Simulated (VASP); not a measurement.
Calculation: PBE GGA, VASP's PBE PAW potentials (set 64) (plane waves; VASP).

The input files of a VASP run:

### KPOINTS
```
Automatic mesh
0
Gamma
6 6 6
0 0 0
```

**POSCAR**
```
Ir
1
    0.0000000000     1.9584000000     1.9584000000
    1.9584000000     0.0000000000     1.9584000000
    1.9584000000     1.9584000000     0.0000000000
Ir
1
Direct
  0.0000000000   0.0000000000   0.0000000000
```

INCAR:
```
LASPH=.True.   ! aspherical one-centre terms
EDIFF=1E-6   ! SCF stop (eV)
LCHARG=.False.
LREAL=.False.   ! projection in real space or not
SIGMA=0.1   ! width (eV)
GGA=PE
ISMEAR=1   ! Methfessel-Paxton
PREC=Accurate
ENCUT=400   ! plane-wave cut-off (eV)
SYSTEM=Ir
LMAXMIX=6
ISIF=2
NELM=100   ! most electronic steps
LWAVE=.False.
ALGO=Normal   ! blocked Davidson
```

POTCAR, in this order: Ir (PBE.64 set). Program: vasp_std.

The run wrote:

### OSZICAR
```
       N       E                     dE             d eps       ncg     rms          rms(c)
DAV:   1     0.313663505943E+02    0.31366E+02   -0.39563E+03   272   0.820E+02
DAV:   2    -0.883614028607E+01   -0.40202E+02   -0.38291E+02   272   0.185E+02
DAV:   3    -0.936142803605E+01   -0.52529E+00   -0.52521E+00   368   0.273E+01
DAV:   4    -0.936454191295E+01   -0.31139E-02   -0.31119E-02   352   0.155E+00
DAV:   5    -0.936455366405E+01   -0.11751E-04   -0.11750E-04   336   0.555E-02    0.129E+01
DAV:   6    -0.886168902889E+01    0.50286E+00   -0.11308E+00   288   0.146E+01    0.513E+00
DAV:   7    -0.877575994110E+01    0.85929E-01   -0.32702E-01   304   0.736E+00    0.151E+00
DAV:   8    -0.877137263777E+01    0.43873E-02   -0.16518E-03   264   0.554E-01    0.780E-01
DAV:   9    -0.876954954176E+01    0.18231E-02   -0.12102E-03   304   0.562E-01    0.284E-02
DAV:  10    -0.876955489816E+01   -0.53564E-05   -0.34085E-06   312   0.188E-02    0.149E-02
DAV:  11    -0.876955625948E+01   -0.13613E-05   -0.70954E-07   256   0.943E-03    0.712E-04
DAV:  12    -0.876955625682E+01    0.26610E-08   -0.17183E-08   128   0.162E-03
   1 F= -.87695563E+01 E0= -.87694334E+01  d E =-.368533E-03
```

### OUTCAR
```
------------------------ aborting loop because EDIFF is reached ----------------------------------------
  FORCE on cell =-STRESS in cart. coord.  units (eV):
  Direction    XX          YY          ZZ          XY          YZ          ZX
  --------------------------------------------------------------------------------------
  Total       -0.9676681     -0.9676681     -0.9676681      0.0000000     -0.0000000      0.0000000
  in kB     -103.2054878   -103.2054878   -103.2054878      0.0000000     -0.0000000      0.0000000
  external PRESSURE =    -103.2054878 kB  Pullay stress =       0.0000000 kB
  volume of cell :       15.02
      direct lattice vectors                 reciprocal lattice vectors
     0.000000000  1.958400000  1.958400000    -0.255310458  0.255310458  0.255310458
     1.958400000  0.000000000  1.958400000     0.255310458 -0.255310458  0.255310458
     1.958400000  1.958400000  0.000000000     0.255310458  0.255310458 -0.255310458
 POSITION                                       TOTAL-FORCE (eV/Angst)
 -----------------------------------------------------------------------------------
      0.00000      0.00000      0.00000         0.000000      0.000000      0.000000
 -----------------------------------------------------------------------------------
    total drift:                                0.000000      0.000000      0.000000
  FREE ENERGIE OF THE ION-ELECTRON SYSTEM (eV)
  ---------------------------------------------------
  free  energy   TOTEN  =        -8.7695562568 eV

  energy  without entropy=       -8.7691877235  energy(sigma->0) =       -8.76943341
```
(Selected blocks of OUTCAR.)

The compound is Ir in the fcc structure. The cell was not relaxed at this level. The k-mesh is coarse (spacing up to 0.46 per Å, 2π included), so the numbers may not be converged in it. The run is one of a series of settings (KPOINTS 6×6×6 Γ-centred mesh against the base run), some of them coarse on purpose.
